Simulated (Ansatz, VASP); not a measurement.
# Ba3Mg in VASP and in Ansatz

The input INCAR:

```
SYSTEM = Ba3Mg
ALGO = Fast
EDIFF = 1E-6
EDIFFG = -0.04
ENCUT = 600
GGA = PE
IBRION = 2
ISIF = 3
ISMEAR = 0
LASPH = .TRUE.
LCHARG = .FALSE.
LREAL = .FALSE.
LWAVE = .FALSE.
NELM = 100
NSW = 90
PREC = Accurate
SIGMA = 0.1
```

File KPOINTS:

```
k-points
0
G
  4 4 4
  0 0 0
```

The input POSCAR:

```
Ba3Mg
1.0
    5.0482180696      0.0000000000      0.0000000000
    0.0000000000      5.0482180696      0.0000000000
    0.0000000000      0.0000000000      5.0482180696
Ba Mg
3 1
Direct
    0.0000000000      0.5000000000      0.5000000000
    0.5000000000      0.0000000000      0.5000000000
    0.5000000000      0.5000000000      0.0000000000
    0.0000000000      0.0000000000      0.0000000000
```

Input for Ansatz:

```yaml
crystal:
  lattice:
    - [5.0482180696, 0.0, 0.0]
    - [0.0, 5.0482180696, 0.0]
    - [0.0, 0.0, 5.0482180696]
  atoms:
    - { symbol: Ba, position: [0.0, 0.5, 0.5] }
    - { symbol: Ba, position: [0.5, 0.0, 0.5] }
    - { symbol: Ba, position: [0.5, 0.5, 0.0] }
    - { symbol: Mg, position: [0.0, 0.0, 0.0] }
basis:
  ecutwfc: 420
kpoints:
  mp_grid: { grid: [4, 4, 4] }
hamiltonian:
  xc: pbe
scf:
  occupations: { method: gaussian, width: 0.1 }
  lower_state_search: "off"
output:
  forces: true
  stress: true
  eigenvalues: true
relax:
  adjacent_minimum: "off"
  f_tol: 0.04
  max_steps: 70
  cell: { stress_tol: 0.4 }
```

Alike in both runs: task relaxation of cell and atoms; functional PBE; k mesh 4 × 4 × 4; occupations gaussian, width 0.1 eV; no spin polarisation.

```csv
,VASP,Ansatz
version,VASP 6.6.1,Ansatz 0.2.0
potentials or method,"VASP PAW PBE potentials, release 64 (Ba_sv, Mg)","scalar-relativistic, plane waves, PAW"
plane-wave cutoff (eV),600,420
valence electrons in the cell,32,40
```

Ansatz gave:

| Property | Result |
| --- | --- |
| gap on the k mesh at the Fermi level, each at its own relaxed structure (eV) | none |
| relaxed volume (Å³/atom) | 50.03 |
| relaxed cell length with the largest relative difference (Å) | 5.849 |
| energy change over the relaxation (meV/atom) | -439 |

Problem. What did VASP give for the same quantities?

Solution. gap on the k mesh at the Fermi level, each at its own relaxed structure (eV): none; relaxed volume (Å³/atom): 50.64; relaxed cell length with the largest relative difference (Å): 5.873; energy change over the relaxation (meV/atom): -475.

A gap of «none» marks a metal or a gap that the smearing closes. The two sets of potentials don't hold the same shells in valence.

Caveats: the volume moved by over 15 % at a fixed basis, so the end points are rough (VASP). Spin-orbit coupling is left out, which matters for the levels of Ba.
